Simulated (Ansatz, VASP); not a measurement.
# NaVS3: VASP beside Ansatz, part 2 of 3

Wanted: the spread between two codes on one cell, functional and k mesh. The cell is generated by rule, not measured, and may not be a known phase. The cell is taken from a series of runs on this material, whose earlier steps may have relaxed, scaled, displaced or heated it; both programs get it as it stands.

VASP 6.6.1 and Ansatz 0.2.0.

So far: The structure; VASP: zone-centre phonons, PBEsol.

## (2) VASP: zone-centre phonons, PBEsol (continued)

Level of this step: PBEsol, no spin polarisation; plane waves and PAW (Na_pv, V_sv, S); invented cell (VASP).

From OUTCAR (step 2):

```text
ion  position               nearest neighbor table
   1  0.000  0.000  0.000-
   2  0.500  0.500  0.500-   3 2.28   4 2.28   5 2.28   3 2.28   4 2.28   5 2.28
   3  0.500  0.500  0.000-   2 2.28   2 2.28
   4  0.500  0.000  0.500-   2 2.28   2 2.28
   5  0.000  0.500  0.500-   2 2.28   2 2.28

  LATTYP: Found a simple cubic cell.
 ALAT       =     4.5683033595

 Subroutine GETGRP returns: Found 48 space group operations
 (whereof 48 operations were pure point group operations)

The static configuration has the point symmetry O_h .

 Found     35 irreducible k-points:

   k-points           NKPTS =     35   k-points in BZ     NKDIM =     35   number of bands    NBANDS=     25

   dimension x,y,z NGX =    36 NGY =   36 NGZ =   36
   dimension x,y,z NGXF=    72 NGYF=   72 NGZF=   72

   ENCUT  =  500.0 eV  36.75 Ry    6.06 a.u.   8.33  8.33  8.33*2*pi/ulx,y,z

   NELECT =      38.0000    total number of electrons

 k-points in reciprocal lattice and weights: Automatic mesh
   0.00000000  0.00000000  0.00000000       0.002
   0.12500000  0.00000000  0.00000000       0.012
   0.25000000  0.00000000  0.00000000       0.012
   0.37500000  0.00000000  0.00000000       0.012
   0.50000000  0.00000000  0.00000000       0.006
   0.12500000  0.12500000  0.00000000       0.023
   0.25000000  0.12500000  0.00000000       0.047
   0.37500000  0.12500000  0.00000000       0.047
   0.50000000  0.12500000  0.00000000       0.023
[...]
0.50000000  0.50000000  0.37500000       0.012
   0.50000000  0.50000000  0.50000000       0.002

 average (electrostatic) potential at core
       1 -44.7614       2 -76.7026       3 -86.8800       4 -86.8800       5 -86.8800

  Total       -0.0136323     -0.0136323     -0.0136323      0.0000000      0.0000000     -0.0000000
  in kB       -0.2290952     -0.2290952     -0.2290952      0.0000000      0.0000000     -0.0000000
  external PRESSURE =      -0.2290952 kB  Pullay stress =       0.0000000 kB

  energy-cutoff  :      500.00
  volume of cell :       95.34
      direct lattice vectors                 reciprocal lattice vectors
     4.568303359  0.000000000  0.000000000     0.218899649  0.000000000  0.000000000
[...]
POSITION                                       TOTAL-FORCE (eV/Angst)
 -----------------------------------------------------------------------------------
      0.00000      0.00000      0.00000         0.000000      0.000000      0.000000
      2.28415      2.28415      2.28415         0.000000      0.000000      0.000000
      2.28415      2.28415      0.00000         0.000000      0.000000      0.000000
      2.28415      0.00000      2.28415         0.000000      0.000000      0.000000
      0.00000      2.28415      2.28415         0.000000      0.000000      0.000000
 -----------------------------------------------------------------------------------
    total drift:                                0.000000      0.000000      0.000000

 Eigenvectors and eigenvalues of the dynamical matrix
 ----------------------------------------------------

   1 f  =   10.531641 THz    66.172251 2PiTHz  351.297727 cm-1    43.555347 meV
             X         Y         Z           dx          dy          dz
      0.000000  0.000000  0.000000    -0.004363   -0.023569    0.000000
      2.284152  2.284152  2.284152     0.050833    0.274632   -0.000000
      2.284152  2.284152  0.000000     0.049793    0.269014    0.000000
      2.284152  0.000000  2.284152     0.049793   -0.863805   -0.000000
      0.000000  2.284152  2.284152    -0.159886    0.269014   -0.000000

   2 f  =   10.531641 THz    66.172251 2PiTHz  351.297727 cm-1    43.555347 meV
             X         Y         Z           dx          dy          dz
      0.000000  0.000000  0.000000     0.000000    0.000000    0.023970
      2.284152  2.284152  2.284152    -0.000000   -0.000000   -0.279297
      2.284152  2.284152  0.000000    -0.000000   -0.000000    0.878477
      2.284152  0.000000  2.284152    -0.000000    0.000000   -0.273584
      0.000000  2.284152  2.284152     0.000000   -0.000000   -0.273584

   3 f  =   10.531641 THz    66.172251 2PiTHz  351.297727 cm-1    43.555347 meV
             X         Y         Z           dx          dy          dz
      0.000000  0.000000  0.000000    -0.023569    0.004363    0.000000
      2.284152  2.284152  2.284152     0.274632   -0.050833   -0.000000
      2.284152  2.284152  0.000000     0.269014   -0.049793   -0.000000
      2.284152  0.000000  2.284152     0.269014    0.159886   -0.000000
      0.000000  2.284152  2.284152    -0.863805   -0.049793    0.000000

   4 f  =    2.741010 THz    17.222271 2PiTHz   91.430239 cm-1    11.335900 meV
             X         Y         Z           dx          dy          dz
      0.000000  0.000000  0.000000     0.000000    0.000000   -0.000000
      2.284152  2.284152  2.284152    -0.000000   -0.000000    0.000000
      2.284152  2.284152  0.000000     0.707001    0.012147    0.000000
      2.284152  0.000000  2.284152    -0.707001   -0.000000    0.001365
      0.000000  2.284152  2.284152    -0.000000   -0.012147   -0.001365

   5 f  =    2.741010 THz    17.222271 2PiTHz   91.430239 cm-1    11.335900 meV
             X         Y         Z           dx          dy          dz
      0.000000  0.000000  0.000000    -0.000000   -0.000000    0.000000
      2.284152  2.284152  2.284152     0.000000   -0.000000   -0.000000
      2.284152  2.284152  0.000000     0.012021   -0.705258   -0.000000
      2.284152  0.000000  2.284152    -0.012021   -0.000000    0.049666
      0.000000  2.284152  2.284152    -0.000000    0.705258   -0.049666

   6 f  =    2.741010 THz    17.222271 2PiTHz   91.430239 cm-1    11.335900 meV
             X         Y         Z           dx          dy          dz
      0.000000  0.000000  0.000000    -0.000000    0.000000    0.000000
      2.284152  2.284152  2.284152     0.000000   -0.000000   -0.000000
      2.284152  2.284152  0.000000     0.002215   -0.049636   -0.000000
      2.284152  0.000000  2.284152    -0.002215   -0.000000   -0.705359
      0.000000  2.284152  2.284152     0.000000    0.049636    0.705359

   7 f  =    2.088557 THz    13.122790 2PiTHz   69.666761 cm-1     8.637574 meV
             X         Y         Z           dx          dy          dz
      0.000000  0.000000  0.000000    -0.045573   -0.079427    0.908692
      2.284152  2.284152  2.284152     0.005385    0.009386   -0.107379
      2.284152  2.284152  0.000000     0.011790    0.020548   -0.205354
      2.284152  0.000000  2.284152     0.011790    0.017950   -0.235079
      0.000000  2.284152  2.284152     0.010299    0.020548   -0.235079

   8 f  =    2.088557 THz    13.122790 2PiTHz   69.666761 cm-1     8.637574 meV
             X         Y         Z           dx          dy          dz
      0.000000  0.000000  0.000000    -0.417852   -0.806931   -0.091489
      2.284152  2.284152  2.284152     0.049377    0.095354    0.010811
      2.284152  2.284152  0.000000     0.108098    0.208753    0.020675
      2.284152  0.000000  2.284152     0.108098    0.182357    0.023668
      0.000000  2.284152  2.284152     0.094430    0.208753    0.023668

   9 f  =    2.088557 THz    13.122790 2PiTHz   69.666761 cm-1     8.637574 meV
             X         Y         Z           dx          dy          dz
      0.000000  0.000000  0.000000     0.810821   -0.420311    0.003926
      2.284152  2.284152  2.284152    -0.095814    0.049668   -0.000464
      2.284152  2.284152  0.000000    -0.209759    0.108735   -0.000887
      2.284152  0.000000  2.284152    -0.209759    0.094986   -0.001016
      0.000000  2.284152  2.284152    -0.183237    0.108735   -0.001016

  10 f/i=    0.036612 THz     0.230042 2PiTHz    1.221253 cm-1     0.151416 meV
             X         Y         Z           dx          dy          dz
      0.000000  0.000000  0.000000     0.084611   -0.260592    0.268670
      2.284152  2.284152  2.284152     0.120814   -0.372090    0.383624
      2.284152  2.284152  0.000000     0.094470   -0.290955    0.301477
      2.284152  0.000000  2.284152     0.094470   -0.292413    0.299974
      0.000000  2.284152  2.284152     0.094943   -0.290955    0.299974

  11 f/i=    0.036612 THz     0.230042 2PiTHz    1.221253 cm-1     0.151416 meV
             X         Y         Z           dx          dy          dz
      0.000000  0.000000  0.000000     0.227180   -0.183151   -0.249189
      2.284152  2.284152  2.284152     0.324383   -0.261515   -0.355809
      2.284152  2.284152  0.000000     0.253650   -0.204491   -0.279618
      2.284152  0.000000  2.284152     0.253650   -0.205516   -0.278224
      0.000000  2.284152  2.284152     0.254922   -0.204491   -0.278224

  12 f/i=    0.036612 THz     0.230042 2PiTHz    1.221253 cm-1     0.151416 meV
             X         Y         Z           dx          dy          dz
      0.000000  0.000000  0.000000    -0.297457   -0.214005   -0.113893
      2.284152  2.284152  2.284152    -0.424729   -0.305571   -0.162625
      2.284152  2.284152  0.000000    -0.332115   -0.238940   -0.127801
      2.284152  0.000000  2.284152    -0.332115   -0.240138   -0.127164
      0.000000  2.284152  2.284152    -0.333780   -0.238940   -0.127164

  13 f/i=    2.808918 THz    17.648955 2PiTHz   93.695434 cm-1    11.616748 meV
             X         Y         Z           dx          dy          dz
      0.000000  0.000000  0.000000    -0.026353    0.131807   -0.000468
      2.284152  2.284152  2.284152     0.153139   -0.765945    0.002722
      2.284152  2.284152  0.000000    -0.084500    0.422638   -0.000057
      2.284152  0.000000  2.284152    -0.084500    0.016128   -0.001502
      0.000000  2.284152  2.284152    -0.003225    0.422638   -0.001502

  14 f/i=    2.808918 THz    17.648955 2PiTHz   93.695434 cm-1    11.616748 meV
             X         Y         Z           dx          dy          dz
      0.000000  0.000000  0.000000     0.064131    0.012404   -0.117478
      2.284152  2.284152  2.284152    -0.372671   -0.072084    0.682679
      2.284152  2.284152  0.000000     0.205635    0.039775   -0.014375
      2.284152  0.000000  2.284152     0.205635    0.001518   -0.376693
      0.000000  2.284152  2.284152     0.007847    0.039775   -0.376693

  15 f/i=    2.808918 THz    17.648955 2PiTHz   93.695434 cm-1    11.616748 meV
             X         Y         Z           dx          dy          dz
      0.000000  0.000000  0.000000     0.115154    0.023255    0.065318
      2.284152  2.284152  2.284152    -0.669175   -0.135140   -0.379569
      2.284152  2.284152  0.000000     0.369242    0.074569    0.007992
      2.284152  0.000000  2.284152     0.369242    0.002846    0.209441
      0.000000  2.284152  2.284152     0.014090    0.074569    0.209441

 ELASTIC MODULI CONTR FROM IONIC RELAXATION (kBar)
 Direction    XX          YY          ZZ          XY          YZ          ZX
 --------------------------------------------------------------------------------
 XX           0.0000      0.0000      0.0000      0.0000      0.0000      0.0000
 YY           0.0000      0.0000      0.0000      0.0000      0.0000      0.0000
 ZZ           0.0000      0.0000      0.0000      0.0000      0.0000      0.0000
 XY           0.0000      0.0000      0.0000      0.0000      0.0000      0.0000
 YZ           0.0000      0.0000      0.0000      0.0000      0.0000      0.0000
 ZX           0.0000      0.0000      0.0000      0.0000      0.0000      0.0000
 --------------------------------------------------------------------------------
```

This run has no spin polarisation, so a moment on V, if there is one, isn't seen.

(Part 2 of 3 ends here.)

[Lines on the potential files, build, host, timing and source positions are cut from VASP's logs without a mark.]

[Logs are printed without paths, hosts, clocks, repeated set-up lines and the standing remarks that a program may print on its own settings, such as how far it seeks lower states.]

[Hosts, paths, dates, database ids (printed as entryN), source tags and the programs' standing remarks are cut or masked in the printed files.]
